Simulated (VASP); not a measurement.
# Al4Si3 (P6/mmm) in VASP: notebook

The runs below take Al4Si3 through single point, relaxation of cell and atoms, with PBE.

Program: VASP 6.6.1. These are calculated values, not measurements. Logs are shortened: lines on timing, memory, paths and dates and some standing lists are left out, and cuts for length are marked.

## Step 1: The crystal as given

It takes space group P6/mmm (No. 191, hexagonal). Conventional cell: a = 5.359 Å, b = 5.359 Å, c = 5.195 Å, α = 90.00°, β = 90.00°, γ = 120.00°. Al (site symmetry 6/mmm) has 6 Si at 2.68 Å as nearest neighbours. Around Al (site symmetry mmm) lie 2 Si at 2.60 Å and 4 Al at 2.68 Å. Around Si (site symmetry mmm) lie 4 Al at 2.60 to 2.68 Å and 4 Si at 2.68 Å.

The cell was built by a generator and needn't be a form met in nature.

## Step 2: Single point, PBE

The input, INCAR:

```
ALGO = Fast ; EDIFF = 1E-7
ENCUT = 520 ; GGA = PE
ISIF = 2 ; ISMEAR = 0
LASPH = T ; LCHARG = F
LREAL = F ; LWAVE = F
NBANDS = 21 ; NELM = 80
PREC = Accurate ; SIGMA = 0.1
```

The input, KPOINTS:

```
k-points
0
Gamma
  9 9 8
```

The input, POSCAR:

```
Al4Si3
1.0
    5.3591175123      0.0000000000      0.0000000000
   -2.6795587562      4.6411319075      0.0000000000
    0.0000000000      0.0000000000      5.1948523433
Al Si
4 3
Direct
    0.0000000000      0.0000000000      0.0000000000
    0.5000000000      0.0000000000      0.5000000000
    0.0000000000      0.5000000000      0.5000000000
    0.5000000000      0.5000000000      0.5000000000
    0.5000000000      0.0000000000      0.0000000000
    0.0000000000      0.5000000000      0.0000000000
    0.5000000000      0.5000000000      0.0000000000
```

Potentials or basis: VASP PAW PBE potentials, release 64 (Al, Si).

Run with:

```bash
> cat potpaw_PBE.64/Al/POTCAR potpaw_PBE.64/Si/POTCAR > POTCAR
> mpirun -np 1 vasp_std > vasp.out
```

OUTCAR:

```text
EDIFF = 1E-7
   ENCUT = 520
   GGA = PE
   ISIF = 2
   ISMEAR = 0
   LASPH = T
   LREAL = F
   NELM = 80
   PREC = Accurate

 ion  position               nearest neighbor table
   1  0.000  0.000  0.000-   7 2.68   7 2.68   5 2.68   5 2.68   6 2.68   6 2.68
   2  0.500  0.000  0.500-   5 2.60   5 2.60   3 2.68   3 2.68   4 2.68   4 2.68
   3  0.000  0.500  0.500-   6 2.60   6 2.60   2 2.68   2 2.68   4 2.68   4 2.68
   4  0.500  0.500  0.500-   7 2.60   7 2.60   3 2.68   3 2.68   2 2.68   2 2.68
   5  0.500  0.000  0.000-   2 2.60   2 2.60   6 2.68   6 2.68   1 2.68   1 2.68   7 2.68   7 2.68

   6  0.000  0.500  0.000-   3 2.60   3 2.60   5 2.68   5 2.68   7 2.68   7 2.68   1 2.68   1 2.68

   7  0.500  0.500  0.000-   4 2.60   4 2.60   1 2.68   1 2.68   6 2.68   6 2.68   5 2.68   5 2.68

  LATTYP: Found a hexagonal cell.
 ALAT       =     5.3591175123
 C/A-ratio  =     0.9693484667

  Lattice vectors:

 A1 = (   5.3591175123,   0.0000000000,   0.0000000000)
 A2 = (  -2.6795587562,   4.6411319075,   0.0000000000)
 A3 = (   0.0000000000,   0.0000000000,   5.1948523433)

Analysis of symmetry for initial positions (statically):
=====================================================================
 Subroutine PRICEL returns:
 Original cell was already a primitive cell.

 Routine SETGRP: Setting up the symmetry group for a
 hexagonal supercell.

 Subroutine GETGRP returns: Found 24 space group operations
 (whereof 24 operations were pure point group operations)
 out of a pool of 24 trial point group operations.

The static configuration has the point symmetry D_6h.

Analysis of symmetry for dynamics (positions and initial velocities):
=====================================================================
 Subroutine PRICEL returns:
 Original cell was already a primitive cell.

 Routine SETGRP: Setting up the symmetry group for a
 hexagonal supercell.

 Subroutine GETGRP returns: Found 24 space group operations
 (whereof 24 operations were pure point group operations)
 out of a pool of 24 trial point group operations.

The dynamic configuration has the point symmetry D_6h.

 Subroutine INISYM returns: Found 24 space group operations
 (whereof 24 operations are pure point group operations),
 and found     1 'primitive' translations

----------------------------------------------------------------------------------------

                                     Primitive cell

  volume of cell :     129.2083

  direct lattice vectors                    reciprocal lattice vectors
     5.359117512  0.000000000  0.000000000     0.186597886  0.107732340  0.000000000
    -2.679558756  4.641131908  0.000000000     0.000000000  0.215464680  0.000000000
     0.000000000  0.000000000  5.194852343     0.000000000  0.000000000  0.192498253

  length of vectors
     5.359117512  5.359117512  5.194852343     0.215464680  0.215464680  0.192498253

  position of ions in fractional coordinates (direct lattice)
     0.000000000  0.000000000  0.000000000
     0.500000000  0.000000000  0.500000000
     0.000000000  0.500000000  0.500000000
     0.500000000  0.500000000  0.500000000
     0.500000000  0.000000000  0.000000000
     0.000000000  0.500000000  0.000000000
     0.500000000  0.500000000  0.000000000

  ion indices of the primitive-cell ions
   primitive index   ion index
                 1           1
                 2           2
                 3           3
                 4           4
                 5           5
                 6           6
                 7           7

----------------------------------------------------------------------------------------

 KPOINTS: k-points

Automatic generation of k-mesh.
 Grid dimensions read from file:
 generate k-points for:    9    9    8

 Generating k-lattice:

  Cartesian coordinates                     Fractional coordinates (reciprocal lattice)
     0.020733098  0.011970260  0.000000000     0.111111111  0.000000000  0.000000000
     0.000000000  0.023940520  0.000000000     0.000000000  0.111111111  0.000000000
     0.000000000  0.000000000  0.024062282     0.000000000  0.000000000  0.125000000

  Length of vectors
     0.023940520  0.023940520  0.024062282

  Shift w.r.t. Gamma in fractional coordinates (k-lattice)
     0.000000000  0.000000000  0.000000000

 Subroutine IBZKPT returns following result:
 ===========================================

 Found     60 irreducible k-points:

 Following reciprocal coordinates:
            Coordinates               Weight
  0.000000  0.000000  0.000000      1.000000
  0.111111  0.000000  0.000000      6.000000
  0.222222  0.000000  0.000000      6.000000
  0.333333  0.000000  0.000000      6.000000
  0.444444  0.000000  0.000000      6.000000
  0.111111  0.111111  0.000000      6.000000
[... 16 lines left out ...]
  0.333333  0.222222  0.125000     24.000000
  0.333333  0.333333  0.125000      4.000000
 [... further k-points ...]
   k-points           NKPTS =     60   k-points in BZ     NKDIM =     60   number of bands    NBANDS=     21
   number of dos      NEDOS =    301   number of ions     NIONS =      7
   total plane-waves  NPLWV =  64000
   dimension x,y,z NGX =    40 NGY =   40 NGZ =   40
   dimension x,y,z NGXF=    80 NGYF=   80 NGZF=   80
   ions per type =               4   3
   NGX,Y,Z   is equivalent  to a cutoff of  12.41, 12.41, 12.80 a.u.
   NGXF,Y,Z  is equivalent  to a cutoff of  24.82, 24.82, 25.60 a.u.
 SYSTEM =  unknown system
   PREC   = accura    normal or accurate (medium, high low for compatibility)
   ISTART =      0    job   : 0-new  1-cont  2-samecut
   ICHARG =      2    charge: 1-file 2-atom 10-const
   ISPIN  =      1    spin polarized calculation?
   LNONCOLLINEAR =      F non collinear calculations
   LSORBIT =      F    spin-orbit coupling
   LASPH  =      T    aspherical Exc in radial PAW
   ENCUT  =  520.0 eV  38.22 Ry    6.18 a.u.   9.96  9.96  9.66*2*pi/ulx,y,z
   NELM   =     80;   NELMIN=  2; NELMDL= -5     # of ELM steps
   EDIFF  = 0.1E-06   stopping-criterion for ELM
   LREAL  =      F    real-space projection
   EDIFFG = 0.1E-05   stopping-criterion for IOM
   NSW    =      0    number of steps for IOM
   IBRION =     -1    ionic relax: 0-MD 1-quasi-New 2-CG
   NFREE  =      0    steps in history (QN), initial steepest desc. (CG)
   ISIF   =      2    stress and relaxation
   ISYM   =      2    0-nonsym 1-usesym 2-fastsym
   POTIM  = 0.5000    time-step for ionic-motion
   TEBEG  =    0.0;   TEEND  =   0.0 temperature during run
   PSTRESS=    0.0 pullay stress
   NELECT =      24.0000    total number of electrons
   NUPDOWN=      -1.0000    fix difference up-down
   EMIN   =  10.00;   EMAX   =-10.00  energy-range for DOS
   EFERMI =   0.00;   METHOD = LEGACY
   ISMEAR =     0;   SIGMA  =   0.10  broadening in eV -4-tet -1-fermi 0-gaus
   EFERMI_NEDOS =   21; number of points for ismear=-14 and -15
   IALGO  =     68    algorithm
   IMIX   =      4    mixing-type and parameters
     AMIX     =   0.40;   BMIX     =  1.00
     AMIX_MAG =   1.60;   BMIX_MAG =  1.00
  volume/ion in A,a.u.               =      18.46       124.56
  Fermi-wavevector in a.u.,A,eV,Ry     =   0.934075  1.765146 11.871032  0.872496
  Thomas-Fermi vector in A             =   2.060842
   LORBIT       =      0    0 simple, 1 ext, 2 COOP (PROOUT), +10 PAW based schemes
   GGA     = PE    functional components
   LHFCALC =     F    Hartree Fock is set to
   AEXX    =    0.0000 exact exchange contribution
   IVDW    =     0    specifies the selected vdW correction
   LEPSILON=     F    determine dielectric tensor
   LRPA    =     F    only Hartree local field effects (RPA)
 non-spin polarized calculation
 RMM-DIIS sequential band-by-band and
 Gauss-broadening in eV      SIGMA  =   0.10
  energy-cutoff  :      520.00
  volume of cell :      129.21
 maximum number of plane-waves:      3504
 NGX is ok and might be reduce to    40
   NGX = 19   NGY = 19   NGZ = 19

 number of electron      23.9999999 magnetization

 Free energy of the ion-electron system (eV)
  ---------------------------------------------------
  ext. energy  EPLUGINS =         0.00000000
  ---------------------------------------------------
  free energy    TOTEN  =       -28.65494918 eV

  energy without entropy =      -28.64185023  energy(sigma->0) =      -28.64839971

 E-fermi :   6.7560     XC(G=0):  -9.8309

 val. band max:        6.7447264697   @ k =   0.1111   0.0000   0.2500
 cond. band min:       6.7692223083   @ k =   0.1111   0.1111   0.1250
 fundamental gap:      0.0244958386
 Fermi energy:         6.7559955912

 k-point     1 :       0.0000    0.0000    0.0000
  band No.  band energies     occupation
      1      -5.1229      2.00000
      2       0.6025      2.00000
      3       0.7056      2.00000
      4       0.7056      2.00000
      5       1.2162      2.00000
      6       1.4675      2.00000
[... 13 lines left out ...]
     20       9.8444      0.00000
     21      10.8100      0.00000

 k-point     2 :       0.1111    0.0000    0.0000
  band No.  band energies     occupation
      1      -5.0442      2.00000
      2      -0.1745      2.00000
      3       0.4783      2.00000
      4       0.6706      2.00000
      5       1.5394      2.00000
      6       1.5732      2.00000
[... 13 lines left out ...]
     20      10.9444      0.00000
     21      11.1767      0.00000

 k-point     3 :       0.2222    0.0000    0.0000
  band No.  band energies     occupation
      1      -4.8104      2.00000
      2      -1.2265      2.00000
      3       0.1152      2.00000
      4       0.8417      2.00000
      5       1.2543      2.00000
      6       1.7522      2.00000
[... 13 lines left out ...]
     20      10.6185      0.00000
     21      10.6874      0.00000
[... 457 lines left out ...]
 k-point    23 :       0.3333    0.2222    0.1250
  band No.  band energies     occupation
      1      -3.6894      2.00000
      2      -2.8682      2.00000
      3      -1.4680      2.00000
      4       1.1029      2.00000
      5       1.8895      2.00000
      6       2.6520      2.00000
[... 13 lines left out ...]
     20      11.4156      0.00000
     21      11.4584      0.00000

 k-point    24 :       0.3333    0.3333    0.1250
  band No.  band energies     occupation
      1      -3.2456      2.00000
      2      -3.2456      2.00000
      3      -1.7586      2.00000
      4       1.5127      2.00000
      5       1.5127      2.00000
      6       3.4556      2.00000
[... 13 lines left out ...]
     20      11.1984      0.00000
     21      11.1984      0.00000

 [... further k-points ...]

------------------------ aborting loop because EDIFF is reached ----------------------------------------

  FORCE on cell =-STRESS in cart. coord.  units (eV):
  Direction    XX          YY          ZZ          XY          YZ          ZX
  --------------------------------------------------------------------------------------
  -------------------------------------------------------------------------------------
  Total       -0.0236773     -0.0236773     -0.0204930      0.0000000      0.0000000      0.0000000
  in kB       -0.2935981     -0.2935981     -0.2541124      0.0000000      0.0000000      0.0000000
  external PRESSURE =      -0.2804362 kB  Pullay stress =       0.0000000 kB

 VOLUME and BASIS-vectors are now :
 -----------------------------------------------------------------------------
  energy-cutoff  :      520.00
  volume of cell :      129.21
      direct lattice vectors                 reciprocal lattice vectors
     5.359117512  0.000000000  0.000000000     0.186597886  0.107732340  0.000000000
    -2.679558756  4.641131908  0.000000000     0.000000000  0.215464680  0.000000000
     0.000000000  0.000000000  5.194852343     0.000000000  0.000000000  0.192498253

 POSITION                                       TOTAL-FORCE (eV/Angst)
 -----------------------------------------------------------------------------------
      0.00000      0.00000      0.00000        -0.000000      0.000000      0.000000
      2.67956      0.00000      2.59743        -0.000000      0.000000      0.000000
     -1.33978      2.32057      2.59743        -0.000000      0.000000      0.000000
      1.33978      2.32057      2.59743         0.000000      0.000000      0.000000
      2.67956      0.00000      0.00000         0.000000      0.000000      0.000000
     -1.33978      2.32057      0.00000         0.000000      0.000000      0.000000
      1.33978      2.32057      0.00000        -0.000000      0.000000      0.000000
 -----------------------------------------------------------------------------------
    total drift:                               -0.000000      0.000000      0.000000

  FREE ENERGIE OF THE ION-ELECTRON SYSTEM (eV)
  ---------------------------------------------------
  free  energy   TOTEN  =       -28.6549491827 eV

  energy  without entropy=      -28.6418502328  energy(sigma->0) =      -28.64839971
```

Wall time 2.4 min (1 thread of Intel Xeon Platinum 8488C (Sapphire Rapids), shared host); peak memory 0.31 GiB.

What came out:

* Free energy: -28.6549 eV
* Pressure: 0.0 GPa
* Band gap on the k mesh: none (metal or under the smearing width)

## Step 3: Single point, PBE (random cell by space group and Wyckoff sites (P6/mmm, No. 191))

The input, INCAR:

```
SYSTEM = Al4Si3
PREC = Accurate
ENCUT = 520
EDIFF = 1E-7
ISMEAR = 0
SIGMA = 0.1
LREAL = .FALSE.
LASPH = .TRUE.
NELM = 80
ALGO = Fast
ISIF = 2
LWAVE = .FALSE.
LCHARG = .TRUE.
GGA = PE
LELF = .TRUE.
LVHAR = .TRUE.
NBANDS = 21
```

The input, KPOINTS:

```
Automatic mesh
0
G
  9 9 8
  0 0 0
```

POSCAR is that of step 2.

Potentials or basis: VASP PAW PBE potentials, release 64 (Al, Si).

Run with:

```bash
> cat potpaw_PBE.64/Al/POTCAR potpaw_PBE.64/Si/POTCAR > POTCAR
> mpirun -np 1 vasp_std > vasp.out
```

It took 2.3 min on 1 thread of Intel Xeon Platinum 8488C (Sapphire Rapids), shared host; peak memory 0.31 GiB.

The run converged. Its results:

- Free energy: -28.6549 eV
- Pressure: 0.0 GPa
- Band gap on the k mesh: none (metal or under the smearing width)

Levels at points of the mesh, in eV from the Fermi level:
```csv
k point,band 9,band 10,band 11,band 12,band 13,band 14,band 15,band 16
"(0.00, 0.00, 0.00)",-2.85,-1.36,-0.66,-0.66,0.75,0.75,0.81,0.81
"(0.00, 0.00, 0.50)",-2.85,-2.85,-2.60,-0.99,-0.99,0.06,0.97,1.00
```

## Step 4: Relaxation of cell and atoms, PBE (random cell by space group and Wyckoff sites (P6/mmm, No. 191))

The input, INCAR:

```
SYSTEM = Al4Si3
ALGO = Fast
EDIFF = 1E-7
EDIFFG = -0.01
ENCUT = 600
GGA = PE
IBRION = 2
ISIF = 3
ISMEAR = 0
LASPH = .TRUE.
LCHARG = .FALSE.
LREAL = .FALSE.
LWAVE = .FALSE.
NELM = 60
NSW = 100
PREC = Accurate
SIGMA = 0.1
```

The input, KPOINTS:

```
k-points
0
G
  9 9 8
  0 0 0
```

Changes to POSCAR since step 3:

```diff
@@ -2,5 +2,5 @@
 1.0
-    5.3591175123      0.0000000000      0.0000000000
-   -2.6795587562      4.6411319075      0.0000000000
-    0.0000000000      0.0000000000      5.1948523433
+    5.3884762098      0.0000000000      0.0000000000
+   -2.6942381049      4.6665572854      0.0000000000
+    0.0000000000      0.0000000000      5.1471100960
 Al Si
```

Run with:

```bash
> cat potpaw_PBE.64/Al/POTCAR potpaw_PBE.64/Si/POTCAR > POTCAR
> mpirun -np 1 vasp_std > vasp.out
```

Run time: 4.8 min. Hardware: 1 thread of Intel Xeon Platinum 8488C (Sapphire Rapids), shared host; peak memory 0.37 GiB.

Results (log left out):

```
Free energy                            : -28.6552 eV
Relaxed volume                         : 18.47 Å³/atom
Relaxed cell                           : a = 5.360 Å, b = 5.360 Å, c = 5.196 Å, α = 90.00°, β = 90.00°, γ = 120.00°
Space group after relaxing (to 0.05 Å) : P6/mmm (No. 191)
Energy gained by relaxing              : 1.8 meV/atom
Ionic steps                            : 3
Pressure after relaxing                : -0.1 GPa
Band gap on the k mesh                 : none (metal or under the smearing width)
```

Step by step:
```tsv
step	energy change (eV)	largest force (eV/Å)	pressure (GPa)	volume (Å³)
1	0.0000	0.0000	-0.08	129.43
2	-0.0122	0.0000	-0.04	129.24
3	-0.0126	0.0000	-0.06	129.27
```

Final structure:
```
Al Si
1.0
     5.35975    0.00000    0.00000
    -2.67987    4.64168    0.00000
     0.00000    0.00000    5.19603
Al Si
4 3
Direct
  0.00000 0.00000 0.00000
  0.50000 0.00000 0.50000
  0.00000 0.50000 0.50000
  0.50000 0.50000 0.50000
  0.50000 0.00000 0.00000
  0.00000 0.50000 0.00000
  0.50000 0.50000 0.00000
```

Levels at points of the mesh, in eV from the Fermi level:
```
           k point  band 9  band 10  band 11  band 12  band 13  band 14  band 15  band 16
(0.00, 0.00, 0.00)   -2.85    -1.36    -0.66    -0.66     0.75     0.75     0.80     0.80
(0.00, 0.00, 0.50)   -2.85    -2.85    -2.60    -0.99    -0.99     0.06     0.97     1.00
```

(Continued in part 2 of 2.)
